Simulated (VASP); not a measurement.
# Ti2RuC3 (Immm) in VASP: relaxation of cell and atoms with PBE

Aim: the relaxation of cell and atoms of Ti2RuC3 with PBE.

All numbers are computed with VASP 6.6.1; they aren't measurements. Logs are shortened: lines on timing, memory, paths and dates and some standing lists are left out, and cuts for length are marked.

## (1) The crystal as given

Symmetry: Immm, No. 71, orthorhombic system. Conventional cell: a = 3.084 Å, b = 4.352 Å, c = 8.970 Å, α = 90.00°, β = 90.00°, γ = 90.00°. Around Ti (site symmetry mm2) lie 6 C at 2.13 to 2.18 Å. Ru (site symmetry mmm) is surrounded by 6 C at 2.16 to 2.18 Å. Around C (site symmetry mm2) lie 4 Ti at 2.13 to 2.18 Å and 2 Ru at 2.16 Å. C (site symmetry mmm) has 4 Ti at 2.16 Å and 2 Ru at 2.18 Å as nearest neighbours.

The cell was built by a generator and needn't be a form met in nature.

## (2) Relaxation of cell and atoms, PBE

Contents of INCAR:

```
PREC = Accurate
ENCUT = 520
EDIFF = 1E-6
ISMEAR = 0
SIGMA = 0.1
LREAL = F
LASPH = T
NELM = 120
ALGO = Normal
ISIF = 3
LWAVE = F
LCHARG = F
GGA = PE
IBRION = 2
NSW = 90
EDIFFG = -0.01
KPAR = 4
```

Contents of KPOINTS:

```
Automatic mesh
0
Gamma
  12 12 12
```

Contents of POSCAR:

```
Ti2RuC3
1.0
   -1.5420000000      2.1760000000      4.4850000000
    1.5420000000     -2.1760000000      4.4850000000
    1.5420000000      2.1760000000     -4.4850000000
Ti Ru C
2 1 3
Direct
    0.3319955400      0.3319955400      0.0000000000
    0.6680044600      0.6680044600      0.0000000000
    0.0000000000      0.0000000000      0.0000000000
    0.1682274200      0.6682274200      0.5000000000
    0.8317725800      0.3317725800      0.5000000000
    0.5000000000      0.0000000000      0.5000000000
```

Potentials or basis: VASP PAW PBE potentials, release 64 (Ti_sv, Ru_pv, C).

The run is started by

```
$ cat potpaw_PBE.64/Ti_sv/POTCAR potpaw_PBE.64/Ru_pv/POTCAR potpaw_PBE.64/C/POTCAR > POTCAR
$ mpirun -np 4 vasp_std > vasp.out
```

OUTCAR:

```text
PREC = Accurate
   ENCUT = 520
   EDIFF = 1E-6
   ISMEAR = 0
   LREAL = F
   LASPH = T
   NELM = 120
   ISIF = 3
   GGA = PE
   IBRION = 2
   NSW = 90
   EDIFFG = -0.01

 ion  position               nearest neighbor table
   1  0.332  0.332  0.000-   4 2.13   4 2.13   6 2.16   6 2.16   5 2.18   5 2.18   3 2.98   3 3.06
                             3 3.06   3 3.06   3 3.06
   2  0.668  0.668  0.000-   5 2.13   5 2.13   6 2.16   6 2.16   4 2.18   4 2.18   3 2.98   3 3.06
                             3 3.06   3 3.06   3 3.06
   3  0.000  0.000  0.000-   4 2.16   5 2.16   4 2.16   5 2.16   6 2.18   6 2.18   2 2.98   1 2.98
                             1 3.06   2 3.06   2 3.06   1 3.06   2 3.06   1 3.06   2 3.06   1 3.06
   4  0.168  0.668  0.500-   1 2.13   1 2.13   3 2.16   3 2.16   2 2.18   2 2.18
   5  0.832  0.332  0.500-   2 2.13   2 2.13   3 2.16   3 2.16   1 2.18   1 2.18
   6  0.500  0.000  0.500-   2 2.16   1 2.16   2 2.16   1 2.16   3 2.18   3 2.18

  LATTYP: Found a body centered orthorhombic cell.
 ALAT       =     3.0840000000
 B/A-ratio  =     1.4111543450
 C/A-ratio  =     2.9085603113

  Lattice vectors:

 A1 = (  -1.5420000000,   2.1760000000,   4.4850000000)
 A2 = (   1.5420000000,  -2.1760000000,   4.4850000000)
 A3 = (   1.5420000000,   2.1760000000,  -4.4850000000)

Analysis of symmetry for initial positions (statically):
=====================================================================
 Subroutine PRICEL returns:
 Original cell was already a primitive cell.

 Routine SETGRP: Setting up the symmetry group for a
 body centered orthorhombic supercell.

 Subroutine GETGRP returns: Found  8 space group operations
 (whereof  8 operations were pure point group operations)
 out of a pool of  8 trial point group operations.

The static configuration has the point symmetry D_2h.

Analysis of symmetry for dynamics (positions and initial velocities):
=====================================================================
 Subroutine PRICEL returns:
 Original cell was already a primitive cell.

 Routine SETGRP: Setting up the symmetry group for a
 body centered orthorhombic supercell.

 Subroutine GETGRP returns: Found  8 space group operations
 (whereof  8 operations were pure point group operations)
 out of a pool of  8 trial point group operations.

The dynamic configuration has the point symmetry D_2h.

 Subroutine INISYM returns: Found  8 space group operations
[... 114 lines left out ...]
   TEBEG  =    0.0;   TEEND  =   0.0 temperature during run
   PSTRESS=    0.0 pullay stress
   NELECT =      50.0000    total number of electrons
   NUPDOWN=      -1.0000    fix difference up-down
   EMIN   =  10.00;   EMAX   =-10.00  energy-range for DOS
   EFERMI =   0.00;   METHOD = LEGACY
   ISMEAR =     0;   SIGMA  =   0.10  broadening in eV -4-tet -1-fermi 0-gaus
   EFERMI_NEDOS =   21; number of points for ismear=-14 and -15
   IALGO  =     38    algorithm
   IMIX   =      4    mixing-type and parameters
     AMIX     =   0.40;   BMIX     =  1.00
     AMIX_MAG =   1.60;   BMIX_MAG =  1.00
  volume/ion in A,a.u.               =      10.03        67.70
  Fermi-wavevector in a.u.,A,eV,Ry     =   1.538897  2.908094 32.221378  2.368204
  Thomas-Fermi vector in A             =   2.645201
   LORBIT       =      0    0 simple, 1 ext, 2 COOP (PROOUT), +10 PAW based schemes
   GGA     = PE    functional components
   LHFCALC =     F    Hartree Fock is set to
   AEXX    =    0.0000 exact exchange contribution
   IVDW    =     0    specifies the selected vdW correction
   LEPSILON=     F    determine dielectric tensor
   LRPA    =     F    only Hartree local field effects (RPA)
 conjugate gradient relaxation of ions
 non-spin polarized calculation
 Gauss-broadening in eV      SIGMA  =   0.10
  energy-cutoff  :      520.00
  volume of cell :       60.20
 maximum number of plane-waves:      1648
   NGX = 19   NGY = 19   NGZ = 19

--------------------------------------- Ionic step        1  -------------------------------------------

 number of electron      49.9999997 magnetization

 Free energy of the ion-electron system (eV)
  ---------------------------------------------------
  ext. energy  EPLUGINS =         0.00000000
  ---------------------------------------------------
  free energy    TOTEN  =       -54.19052328 eV

  energy without entropy =      -54.17001491  energy(sigma->0) =      -54.18026909

------------------------ aborting loop because EDIFF is reached ----------------------------------------

  FORCE on cell =-STRESS in cart. coord.  units (eV):
  Direction    XX          YY          ZZ          XY          YZ          ZX
  --------------------------------------------------------------------------------------
  -------------------------------------------------------------------------------------
  Total        0.0196241     -0.3359623     -0.0853125     -0.0000000      0.0000000      0.0000000
  in kB        0.5223168     -8.9420144     -2.2706878     -0.0000000      0.0000000      0.0000000
  external PRESSURE =      -3.5634618 kB  Pullay stress =       0.0000000 kB
[... 187 lines left out ...]
--------------------------------------- Ionic step        6  -------------------------------------------

 number of electron      49.9999996 magnetization

 Free energy of the ion-electron system (eV)
  ---------------------------------------------------
  ext. energy  EPLUGINS =         0.00000000
  ---------------------------------------------------
  free energy    TOTEN  =       -54.19141301 eV

  energy without entropy =      -54.17112754  energy(sigma->0) =      -54.18127028

 E-fermi :  10.6083     XC(G=0): -13.0817

 val. band max:       10.6067165861   @ k =   0.5000   0.1667   0.0833
 cond. band min:      10.6104334731   @ k =   0.1667   0.5000   0.0833
 fundamental gap:      0.0037168870
 Fermi energy:        10.6083080489

 k-point     1 :       0.0000    0.0000    0.0000
  band No.  band energies     occupation
      1     -46.3856      2.00000
      2     -46.3172      2.00000
      3     -32.8919      2.00000
      4     -32.8799      2.00000
      5     -32.7434      2.00000
      6     -22.8145      2.00000
[... 781 lines left out ...]
     29      12.8530      0.00000
     30      13.3130      0.00000

 [... further k-points ...]

------------------------ aborting loop because EDIFF is reached ----------------------------------------

  FORCE on cell =-STRESS in cart. coord.  units (eV):
  Direction    XX          YY          ZZ          XY          YZ          ZX
  --------------------------------------------------------------------------------------
  -------------------------------------------------------------------------------------
  Total        0.0157090     -0.0081142     -0.0114422      0.0000000      0.0000000      0.0000000
  in kB        0.4188023     -0.2163235     -0.3050485      0.0000000      0.0000000      0.0000000
  external PRESSURE =      -0.0341899 kB  Pullay stress =       0.0000000 kB
[... 21 lines left out ...]
  FREE ENERGIE OF THE ION-ELECTRON SYSTEM (eV)
  ---------------------------------------------------
  free  energy   TOTEN  =       -54.1914130102 eV

  energy  without entropy=      -54.1711275447  energy(sigma->0) =      -54.18127028

 reached required accuracy - stopping structural energy minimisation
```

It took 14 min on 4 MPI ranks of Intel Xeon Platinum 8559C (Emerald Rapids), shared host; peak memory 0.6 GiB.

What came out:

```
Free energy                            : -54.1914 eV
Relaxed volume                         : 10.02 Å³/atom
Relaxed cell                           : a = 5.214 Å, b = 5.214 Å, c = 5.214 Å, α = 145.54°, β = 130.82°, γ = 61.43°
Space group after relaxing (to 0.05 Å) : Immm (No. 71)
Energy gained by relaxing              : 0.1 meV/atom
Ionic steps                            : 6
Pressure after relaxing                : 0.0 GPa
Largest force after relaxing           : 0.003 eV/Å
Band gap on the k mesh                 : none (metal or under the smearing width)
```

Forces in eV/Å, atoms in the order of the input:
```
Ti   0.000  0.000  0.000
Ti   0.000  0.000  0.000
Ru   0.000  0.000  0.000
C    0.000  0.000 -0.003
C    0.000  0.000  0.003
C    0.000  0.000  0.000
```

Step by step:
| step | energy change (eV) | largest force (eV/Å) | pressure (GPa) | volume (Å³) |
| --- | --- | --- | --- | --- |
| 1 | 0.0000 | 0.0720 | -0.36 | 60.20 |
| 2 | -0.0007 | 0.0215 | 0.46 | 60.00 |
| 3 | -0.0007 | 0.0288 | 0.38 | 60.03 |
| 4 | -0.0008 | 0.0213 | -0.20 | 60.14 |
| 5 | -0.0009 | 0.0146 | -0.01 | 60.10 |
| 6 | -0.0009 | 0.0031 | 0.00 | 60.10 |

Final structure:
```xyz
6
Lattice="-1.5444 2.1700 4.4829 1.5444 -2.1700 4.4829 1.5444 2.1700 -4.4829" Properties=species:S:1:pos:R:3 pbc="T T T"
Ti    1.5444    2.1700   -1.5073
Ti    0.0000    0.0000    5.9902
Ru    0.0000    0.0000    0.0000
C     1.5444    0.0000    1.5131
C     0.0000    2.1700    2.9698
C     0.0000    2.1700    0.0000
```

Levels at points of the mesh, in eV from the Fermi level:
| k point | band 21 | band 22 | band 23 | band 24 | band 25 | band 26 | band 27 | band 28 | band 29 | band 30 |
| --- | --- | --- | --- | --- | --- | --- | --- | --- | --- | --- |
| (0.00, 0.00, 0.00) | -2.03 | -1.72 | -1.00 | -0.19 | 0.27 | 0.71 | 0.82 | 1.02 | 1.26 | 1.27 |
| (0.50, 0.00, 0.00) | -3.35 | -2.73 | -2.30 | -1.54 | -0.19 | 0.50 | 0.98 | 1.70 | 2.08 | 2.51 |
| (0.00, 0.50, 0.00) | -3.38 | -2.71 | -0.88 | -0.87 | -0.57 | -0.33 | 1.00 | 1.05 | 2.08 | 2.63 |
| (0.50, 0.50, 0.00) | -3.85 | -3.33 | -3.08 | -0.23 | 0.03 | 0.38 | 1.97 | 2.00 | 2.22 | 2.68 |
| (0.50, 0.50, 0.50) | -2.88 | -2.39 | -1.88 | -1.03 | -0.56 | 0.20 | 0.83 | 1.28 | 1.45 | 1.98 |
